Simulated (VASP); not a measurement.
## InAg3: accuracy against cost in the plane-wave cutoff and PAW data sets

A convergence test on InAg3: the plane-wave cutoff and PAW data sets. The series runs use PBEsol. The plane-wave cutoff tried: ENCUT = 150; ENCUT = 190; ENCUT = 220; ENCUT = 250; ENCUT = 290; ENCUT = 320; ENCUT = 400; ENCUT = 500. The PAW data sets tried: minimal 64: In Ag; recommended 64: In_d Ag; recommended 54: In_d Ag; semicore 64: In_d Ag_pv; gw 64: In_d_GW Ag_sv_GW. The start is a cell from a database of measured crystal structures.

Calculated with VASP 6.6.1; PBEsol; plane waves and PAW (In_d, Ag), in the first sound run; inputs show where later runs differ.

### Step 1. Starting point

The structure is cubic, space group Pm-3m (No. 221). Conventional cell: a = 4.144 Å, b = 4.144 Å, c = 4.144 Å, α = 90.00°, β = 90.00°, γ = 90.00°. Nearest to In lie 12 Ag at 2.93 Å. Nearest to Ag lie 4 In at 2.93 Å and 8 Ag at 2.93 Å. Farther neighbours are not listed.

### Step 2. Plane-wave cutoff: ENCUT = 150

The basis grows with ENCUT, and energy and stress both move with it. PBEsol restores the gradient expansion of exchange and is tuned for the cells of solids.

The input, INCAR:

```
SYSTEM = InAg3
PREC = Accurate
ENCUT = 150
EDIFF = 1E-06
NELM = 100
ISMEAR = -1
SIGMA = 0.05
LREAL = .FALSE.
ALGO = Normal
GGA = PS
NBANDS = 29
LASPH = .TRUE.
LORBIT = 11
LWAVE = .FALSE.
LCHARG = .FALSE.
KPAR = 4
ISIF = 2
```

The input, POSCAR:

```
InAg3
1.0
    4.1440000000      0.0000000000      0.0000000000
    0.0000000000      4.1440000000      0.0000000000
    0.0000000000      0.0000000000      4.1440000000
In Ag
1 3
Direct
    0.0000000000      0.0000000000      0.0000000000
    0.0000000000      0.5000000000      0.5000000000
    0.5000000000      0.0000000000      0.5000000000
    0.5000000000      0.5000000000      0.0000000000
```

The input, KPOINTS:

```
Automatic mesh
0
Gamma
7 7 7
0 0 0
```

PAW data sets: In_d and Ag (PBE family, release 64).

Command:

```bash
$ mpirun -np 4 vasp_std
```

Log:

```text
[banner, memory and clock lines left out]
running    4 mpi-ranks, on    1 nodes
 distrk:  each k-point on    1 cores,    4 groups
 distr:  one band on    1 cores,    1 groups

 POSCAR found type information on POSCAR InAg
 POSCAR found :  2 types and       4 ions
|                                                                             |
|               ----> ADVICE to this user running VASP <----                  |
|                                                                             |
|     You enforced a specific xc type in the INCAR file but a different       |
|     [... a line on the potential file left out ...]
|     I HOPE YOU KNOW WHAT YOU ARE DOING!                                     |
|                                                                             |

 LDA part: xc-table for (Slater+PW92), standard interpolation
 POSCAR, INCAR and KPOINTS ok, starting setup
 FFT: planning ... GRIDC
 FFT: planning ... GRID_SOFT
 FFT: planning ... GRID
 WAVECAR not read
 entering main loop
       N       E                     dE             d eps       ncg     rms          rms(c)
DAV:   1     0.151578610739E+03    0.15158E+03   -0.11637E+04  1292   0.621E+02
DAV:   2    -0.670326508065E+01   -0.15828E+03   -0.15205E+03  1228   0.202E+02
DAV:   3    -0.107376869046E+02   -0.40344E+01   -0.40155E+01  1335   0.341E+01
DAV:   4    -0.107584112474E+02   -0.20724E-01   -0.20721E-01  1195   0.252E+00
DAV:   5    -0.107585720084E+02   -0.16076E-03   -0.16075E-03  1325   0.220E-01    0.387E+01
DAV:   6    -0.307690186130E+01    0.76817E+01   -0.22251E+01  1205   0.327E+01    0.810E+00
DAV:   7    -0.283617626417E+01    0.24073E+00   -0.86713E-01  1260   0.668E+00    0.327E+00
DAV:   8    -0.283505943831E+01    0.11168E-02   -0.89411E-02  1260   0.197E+00    0.848E-01
DAV:   9    -0.283526935667E+01   -0.20992E-03   -0.65630E-03  1240   0.580E-01    0.210E-01
DAV:  10    -0.283539954232E+01   -0.13019E-03   -0.22929E-04  1293   0.105E-01    0.338E-02
DAV:  11    -0.283539023232E+01    0.93100E-05   -0.11499E-05  1240   0.217E-02    0.845E-03
DAV:  12    -0.283538941676E+01    0.81555E-06   -0.45596E-07   763   0.395E-03
   1 F= -.28353894E+01 E0= -.28322665E+01  d E =-.624576E-02
```

Elapsed: 4.4 s, on 4 MPI ranks of Intel Xeon Platinum 8488C (Sapphire Rapids), shared host; peak memory 0.46 GiB; 14 s of CPU time.

The logs omit lines about the potential files and the build; timing stands in the text.

Parts of OUTCAR (step 2):

```text
ion  position               nearest neighbor table
   1  0.000  0.000  0.000-   2 2.93   3 2.93   4 2.93   2 2.93   3 2.93   2 2.93   4 2.93   2 2.93
                             3 2.93   4 2.93   3 2.93   4 2.93
   2  0.000  0.500  0.500-   1 2.93   3 2.93   4 2.93   1 2.93   4 2.93   1 2.93   3 2.93   1 2.93
                             3 2.93   4 2.93   4 2.93   3 2.93
   3  0.500  0.000  0.500-   1 2.93   2 2.93   4 2.93   1 2.93   4 2.93   2 2.93   4 2.93   4 2.93
                             1 2.93   2 2.93   1 2.93   2 2.93
   4  0.500  0.500  0.000-   1 2.93   2 2.93   3 2.93   2 2.93   3 2.93   1 2.93   3 2.93   3 2.93
                             1 2.93   2 2.93   2 2.93   1 2.93

  LATTYP: Found a simple cubic cell.
 ALAT       =     4.1440000000

 Subroutine GETGRP returns: Found 48 space group operations
 (whereof 48 operations were pure point group operations)

The static configuration has the point symmetry O_h .

 Found     20 irreducible k-points:

   k-points           NKPTS =     20   k-points in BZ     NKDIM =     20   number of bands    NBANDS=     29

   dimension x,y,z NGX =    18 NGY =   18 NGZ =   18
   dimension x,y,z NGXF=    36 NGYF=   36 NGZF=   36

   ENCUT  =  150.0 eV  11.02 Ry    3.32 a.u.   4.14  4.14  4.14*2*pi/ulx,y,z

   NELECT =      46.0000    total number of electrons

 k-points in reciprocal lattice and weights: Automatic mesh
   0.00000000  0.00000000  0.00000000       0.003
   0.14285714  0.00000000  0.00000000       0.017
   0.28571429  0.00000000  0.00000000       0.017
   0.42857143  0.00000000  0.00000000       0.017
   0.14285714  0.14285714  0.00000000       0.035
   0.28571429  0.14285714  0.00000000       0.070
   0.42857143  0.14285714  0.00000000       0.070
   0.28571429  0.28571429  0.00000000       0.035
   0.42857143  0.28571429  0.00000000       0.070
[...]
0.42857143  0.42857143  0.28571429       0.070
   0.42857143  0.42857143  0.42857143       0.023

 average (electrostatic) potential at core
       1 -94.0583       2 -73.0954       3 -73.0954       4 -73.0954

 E-fermi :   9.0556

 k-point     1 :       0.0000    0.0000    0.0000
  band No.  band energies     occupation
    ...
     20       4.4340      2.00000
     21       4.4340      2.00000
     22       8.9845      1.61124
     23       8.9845      1.61124
     24       8.9845      1.61124
     25      12.1425      0.00000
     26      13.9246      0.00000
     27      13.9246      0.00000
     28      17.3578      0.00000
     29      17.3578      0.00000

 k-point     2 :       0.1429    0.0000    0.0000
  band No.  band energies     occupation
    ...
     18       4.5048      2.00000
     19       4.5941      2.00000
     20       4.5941      2.00000
     21       4.7774      2.00000
     22       7.7405      2.00000
     23       9.4298      0.00112
     24       9.4298      0.00112
     25      12.5617      0.00000
     26      14.0820      0.00000
     27      14.9065      0.00000
    ...

 k-point     3 :       0.2857    0.0000    0.0000
  band No.  band energies     occupation
    ...
     18       4.1684      2.00000
     19       4.2029      2.00000
     20       4.4666      2.00000
     21       4.7376      2.00000
     22       5.8598      2.00000
     23      10.5280      0.00000
     24      10.5280      0.00000
     25      12.5105      0.00000
     26      14.2047      0.00000
     27      15.6317      0.00000
    ...

  Total     -160.0352546   -160.0352546   -160.0352546     -0.0000000      0.0000000     -0.0000000
  in kB    -3603.0227745  -3603.0227745  -3603.0227745     -0.0000000      0.0000000     -0.0000000
  external PRESSURE =   -3603.0227745 kB  Pullay stress =       0.0000000 kB

  energy-cutoff  :      150.00
  volume of cell :       71.16
      direct lattice vectors                 reciprocal lattice vectors
     4.144000000  0.000000000  0.000000000     0.241312741  0.000000000  0.000000000
     0.000000000  4.144000000  0.000000000     0.000000000  0.241312741  0.000000000
     0.000000000  0.000000000  4.144000000     0.000000000  0.000000000  0.241312741

 POSITION                                       TOTAL-FORCE (eV/Angst)
 -----------------------------------------------------------------------------------
      0.00000      0.00000      0.00000         0.000000      0.000000      0.000000
      0.00000      2.07200      2.07200         0.000000      0.000000      0.000000
      2.07200      0.00000      2.07200         0.000000      0.000000      0.000000
      2.07200      2.07200      0.00000         0.000000      0.000000      0.000000
 -----------------------------------------------------------------------------------
    total drift:                                0.000000      0.000000      0.000000

  FREE ENERGIE OF THE ION-ELECTRON SYSTEM (eV)
  ---------------------------------------------------
  free  energy   TOTEN  =        -2.8353894168 eV

  energy  without entropy=       -2.8291436529  energy(sigma->0) =       -2.83226653

 total charge
# of ion       s       p       d       tot
------------------------------------------
    1        0.853   0.745  10.193  11.791
    2        0.414   0.358   9.785  10.558
    3        0.414   0.358   9.785  10.558
    4        0.414   0.358   9.785  10.558
--------------------------------------------------
tot          2.096   1.819  39.549  43.464

[... 3 further parts left out ...]
```

The k-mesh is coarse for a metal. The PAW data sets were made with PBE, which is usual practice but a small mismatch for other functionals.

This step gave:

```yaml
scf_cycles: 12
electrons: 46
bands: 29
irreducible_k_points: 20
symmetry_operations: 48
free_energy_toten: -2.835 eV
energy_at_zero_smearing: -2.832 eV
fermi_energy: 9.056 eV
pressure: -360.3 GPa
metallic: yes
```

The series starts at -0.7081 eV an atom and -360.30 GPa, after 12 cycles in 4.4 s.

### Step 3. Plane-wave cutoff: ENCUT = 190

INCAR: that of step 2 with these lines changed.

```diff
@@ -2,3 +2,3 @@
 PREC = Accurate
-ENCUT = 150
+ENCUT = 190
 EDIFF = 1E-06
```

POSCAR is that of step 2.

KPOINTS is that of step 2.

Command:

```bash
$ mpirun -np 4 vasp_std
```

Log:

```text
[banner, memory and clock lines left out]
running    4 mpi-ranks, on    1 nodes
[...]
[... a notice as in an earlier step ...]

 LDA part: xc-table for (Slater+PW92), standard interpolation
 POSCAR, INCAR and KPOINTS ok, starting setup
[...]
entering main loop
       N       E                     dE             d eps       ncg     rms          rms(c)
DAV:   1     0.204014196122E+03    0.20401E+03   -0.12847E+04  1218   0.828E+02
DAV:   2    -0.610931898963E+01   -0.21012E+03   -0.20057E+03  1230   0.255E+02
DAV:   3    -0.145703395490E+02   -0.84610E+01   -0.83946E+01  1300   0.569E+01
DAV:   4    -0.146621505573E+02   -0.91811E-01   -0.91767E-01  1283   0.589E+00
[...]
DAV:  11    -0.123998268414E+02    0.65797E-05   -0.12215E-05  1160   0.268E-02    0.107E-02
DAV:  12    -0.123998280299E+02   -0.11885E-05   -0.64746E-07   795   0.573E-03    0.262E-03
DAV:  13    -0.123998277427E+02    0.28710E-06   -0.94510E-08   715   0.212E-03
   1 F= -.12399828E+02 E0= -.12396643E+02  d E =-.636875E-02
```

It took 5.8 s on 4 MPI ranks; peak memory 0.5 GiB.

From OUTCAR (step 3):

```text
  Total      -32.3755306    -32.3755306    -32.3755306     -0.0000000      0.0000000      0.0000000
  in kB     -728.9004814   -728.9004814   -728.9004814     -0.0000000      0.0000000      0.0000000
  external PRESSURE =    -728.9004814 kB  Pullay stress =       0.0000000 kB

 POSITION                                       TOTAL-FORCE (eV/Angst)
 -----------------------------------------------------------------------------------
      0.00000      0.00000      0.00000         0.000000      0.000000      0.000000
      0.00000      2.07200      2.07200         0.000000      0.000000      0.000000
      2.07200      0.00000      2.07200         0.000000      0.000000      0.000000
      2.07200      2.07200      0.00000         0.000000      0.000000      0.000000
 -----------------------------------------------------------------------------------
    total drift:                               -0.000000      0.000000     -0.000000

  FREE ENERGIE OF THE ION-ELECTRON SYSTEM (eV)
  ---------------------------------------------------
  free  energy   TOTEN  =       -12.3998277427 eV

  energy  without entropy=      -12.3934589911  energy(sigma->0) =      -12.39664337

[... 1 part as in an earlier step ...]

[... 2 further parts left out ...]
[key lines of the parts left out:]
E-fermi :   9.1131
```

Against the run before the energy moves by -2391.09 meV an atom and the pressure by +287.41 GPa, after 13 cycles in 5.8 s.

### Step 4. Plane-wave cutoff: ENCUT = 220

INCAR: that of step 3 with these lines changed.

```diff
@@ -2,3 +2,3 @@
 PREC = Accurate
-ENCUT = 190
+ENCUT = 220
 EDIFF = 1E-06
```

POSCAR is that of step 3.

KPOINTS is that of step 3.

Command:

```bash
$ mpirun -np 4 vasp_std
```

Log:

```text
[... set-up lines as in an earlier step ...]
 entering main loop
       N       E                     dE             d eps       ncg     rms          rms(c)
DAV:   1     0.239562941492E+03    0.23956E+03   -0.13796E+04  1221   0.976E+02
DAV:   2    -0.318680031577E+01   -0.24275E+03   -0.22982E+03  1228   0.288E+02
DAV:   3    -0.143686788197E+02   -0.11182E+02   -0.11063E+02  1290   0.698E+01
DAV:   4    -0.145354896052E+02   -0.16681E+00   -0.16670E+00  1306   0.822E+00
[...]
DAV:  10    -0.129789915981E+02    0.18488E-04   -0.13622E-04  1315   0.823E-02    0.403E-02
DAV:  11    -0.129789885341E+02    0.30640E-05   -0.15031E-05  1193   0.437E-02    0.183E-02
DAV:  12    -0.129789893171E+02   -0.78295E-06   -0.67153E-07   765   0.646E-03
   1 F= -.12978989E+02 E0= -.12975909E+02  d E =-.616140E-02
```

Wall time 5.8 s (4 MPI ranks); peak memory 0.5 GiB; 19 s of CPU time.

OUTCAR, selected parts (step 4):

```text
  Total       -8.0742460     -8.0742460     -8.0742460     -0.0000000      0.0000000     -0.0000000
  in kB     -181.7830215   -181.7830215   -181.7830215     -0.0000000      0.0000000     -0.0000000
  external PRESSURE =    -181.7830215 kB  Pullay stress =       0.0000000 kB

  FREE ENERGIE OF THE ION-ELECTRON SYSTEM (eV)
  ---------------------------------------------------
  free  energy   TOTEN  =       -12.9789893171 eV

  energy  without entropy=      -12.9728279215  energy(sigma->0) =      -12.97590862

[... 2 parts as in an earlier step ...]

[... 2 further parts left out ...]
[key lines of the parts left out:]
E-fermi :   9.1491
```

Against the run before the energy moves by -144.82 meV an atom and the pressure by +54.71 GPa, after 12 cycles in 5.8 s.

### Step 5. Plane-wave cutoff: ENCUT = 250

INCAR: that of step 4 with these lines changed.

```diff
@@ -2,3 +2,3 @@
 PREC = Accurate
-ENCUT = 220
+ENCUT = 250
 EDIFF = 1E-06
```

POSCAR is that of step 4.

KPOINTS is that of step 4.

Command:

```bash
$ mpirun -np 4 vasp_std
```

Log:

```text
[... set-up lines as in an earlier step ...]
 entering main loop
       N       E                     dE             d eps       ncg     rms          rms(c)
DAV:   1     0.269657697155E+03    0.26966E+03   -0.14642E+04  1189   0.110E+03
DAV:   2    -0.396277834941E+00   -0.27005E+03   -0.25698E+03  1228   0.320E+02
DAV:   3    -0.143142842016E+02   -0.13918E+02   -0.13746E+02  1305   0.817E+01
DAV:   4    -0.145688179819E+02   -0.25453E+00   -0.25430E+00  1289   0.104E+01
[...]
DAV:  10    -0.131978349542E+02    0.18562E-05   -0.17553E-04  1359   0.103E-01    0.376E-02
DAV:  11    -0.131978323249E+02    0.26293E-05   -0.15725E-05  1226   0.468E-02    0.178E-02
DAV:  12    -0.131978332319E+02   -0.90703E-06   -0.78537E-07   766   0.798E-03
   1 F= -.13197833E+02 E0= -.13194746E+02  d E =-.617489E-02
```

Wall time 6.6 s (4 MPI ranks); peak memory 0.53 GiB.

Parts of OUTCAR (step 5):

```text
  Total       -1.2629942     -1.2629942     -1.2629942     -0.0000000     -0.0000000      0.0000000
  in kB      -28.4349656    -28.4349656    -28.4349656     -0.0000000     -0.0000000      0.0000000
  external PRESSURE =     -28.4349656 kB  Pullay stress =       0.0000000 kB

 POSITION                                       TOTAL-FORCE (eV/Angst)
 -----------------------------------------------------------------------------------
      0.00000      0.00000      0.00000         0.000000      0.000000      0.000000
      0.00000      2.07200      2.07200         0.000000      0.000000      0.000000
      2.07200      0.00000      2.07200         0.000000      0.000000      0.000000
      2.07200      2.07200      0.00000         0.000000      0.000000      0.000000
 -----------------------------------------------------------------------------------
    total drift:                                0.000000     -0.000000     -0.000000

  FREE ENERGIE OF THE ION-ELECTRON SYSTEM (eV)
  ---------------------------------------------------
  free  energy   TOTEN  =       -13.1978332319 eV

  energy  without entropy=      -13.1916583383  energy(sigma->0) =      -13.19474579

[... 1 part as in an earlier step ...]

[... 2 further parts left out ...]
[key lines of the parts left out:]
E-fermi :   9.1498
```

Against the run before the energy moves by -54.71 meV an atom and the pressure by +15.33 GPa, after 12 cycles in 6.6 s.

### Step 6. Plane-wave cutoff: ENCUT = 290

INCAR: that of step 5 with these lines changed.

```diff
@@ -2,3 +2,3 @@
 PREC = Accurate
-ENCUT = 250
+ENCUT = 290
 EDIFF = 1E-06
```

POSCAR is that of step 5.

KPOINTS is that of step 5.

Command:

```bash
$ mpirun -np 4 vasp_std
```

Log:

```text
[... set-up lines as in an earlier step ...]
 entering main loop
       N       E                     dE             d eps       ncg     rms          rms(c)
DAV:   1     0.298351373699E+03    0.29835E+03   -0.15966E+04  1189   0.126E+03
DAV:   2     0.215220482376E+01   -0.29620E+03   -0.28128E+03  1249   0.345E+02
DAV:   3    -0.142115453254E+02   -0.16364E+02   -0.16018E+02  1270   0.909E+01
DAV:   4    -0.145614915955E+02   -0.34995E+00   -0.34960E+00  1385   0.123E+01
[...]
DAV:  10    -0.132196815515E+02    0.17023E-06   -0.19586E-04  1391   0.116E-01    0.380E-02
DAV:  11    -0.132196792912E+02    0.22603E-05   -0.16209E-05  1270   0.494E-02    0.177E-02
DAV:  12    -0.132196802600E+02   -0.96881E-06   -0.82977E-07   778   0.889E-03
   1 F= -.13219680E+02 E0= -.13216587E+02  d E =-.618665E-02
```

The job ended after 6.2 s (4 MPI ranks; peak memory 0.54 GiB).

From OUTCAR (step 6):

```text
  Total       -0.2723564     -0.2723564     -0.2723564     -0.0000000     -0.0000000      0.0000000
  in kB       -6.1318137     -6.1318137     -6.1318137     -0.0000000     -0.0000000      0.0000000
  external PRESSURE =      -6.1318137 kB  Pullay stress =       0.0000000 kB

  FREE ENERGIE OF THE ION-ELECTRON SYSTEM (eV)
  ---------------------------------------------------
  free  energy   TOTEN  =       -13.2196802600 eV

  energy  without entropy=      -13.2134936099  energy(sigma->0) =      -13.21658693

[... 2 parts as in an earlier step ...]

[... 2 further parts left out ...]
[key lines of the parts left out:]
E-fermi :   9.1509
```

Against the run before the energy moves by -5.46 meV an atom and the pressure by +2.23 GPa, after 12 cycles in 6.2 s.

### Step 7. Plane-wave cutoff: ENCUT = 320

INCAR: that of step 6 with these lines changed.

```diff
@@ -2,3 +2,3 @@
 PREC = Accurate
-ENCUT = 290
+ENCUT = 320
 EDIFF = 1E-06
```

POSCAR is that of step 6.

KPOINTS is that of step 6.

Command:

```bash
$ mpirun -np 4 vasp_std
```

Log:

```text
[... set-up lines as in an earlier step ...]
 entering main loop
       N       E                     dE             d eps       ncg     rms          rms(c)
DAV:   1     0.318018426062E+03    0.31802E+03   -0.16812E+04  1178   0.136E+03
DAV:   2     0.481675745429E+01   -0.31320E+03   -0.29593E+03  1226   0.370E+02
DAV:   3    -0.141630158025E+02   -0.18980E+02   -0.18688E+02  1280   0.101E+02
DAV:   4    -0.145592856972E+02   -0.39627E+00   -0.39597E+00  1319   0.135E+01
[...]
DAV:  11    -0.132080561960E+02    0.18420E-05   -0.16082E-05  1286   0.489E-02    0.183E-02
DAV:  12    -0.132080572348E+02   -0.10388E-05   -0.99331E-07   781   0.100E-02    0.117E-03
DAV:  13    -0.132080572366E+02   -0.18072E-08   -0.29331E-07   710   0.638E-03
   1 F= -.13208057E+02 E0= -.13204966E+02  d E =-.618257E-02
```

Wall time 7.2 s (4 MPI ranks); peak memory 0.55 GiB; 25 s of CPU time.

Parts of OUTCAR (step 7):

```text
  Total       -0.5269455     -0.5269455     -0.5269455     -0.0000000     -0.0000000      0.0000000
  in kB      -11.8636147    -11.8636147    -11.8636147     -0.0000000     -0.0000000      0.0000000
  external PRESSURE =     -11.8636147 kB  Pullay stress =       0.0000000 kB

  FREE ENERGIE OF THE ION-ELECTRON SYSTEM (eV)
  ---------------------------------------------------
  free  energy   TOTEN  =       -13.2080572366 eV

  energy  without entropy=      -13.2018746709  energy(sigma->0) =      -13.20496595

[... 2 parts as in an earlier step ...]

[... 2 further parts left out ...]
[key lines of the parts left out:]
E-fermi :   9.1503
```

Against the run before the energy moves by +2.91 meV an atom and the pressure by -0.57 GPa, after 13 cycles in 7.2 s.

(Part 1 of 2 ends here.)

[Lines on the potential files, build, host, timing and source positions are cut from VASP's logs without a mark.]

[Logs are printed without paths, hosts, clocks, repeated set-up lines and the standing remarks that a program may print on its own settings, such as how far it seeks lower states.]

[Hosts, paths, dates, database ids (printed as entryN), source tags and the programs' standing remarks are cut or masked in the printed files.]

[A measured line is paired with the nearest computed mode of its activity, which favours agreement.]
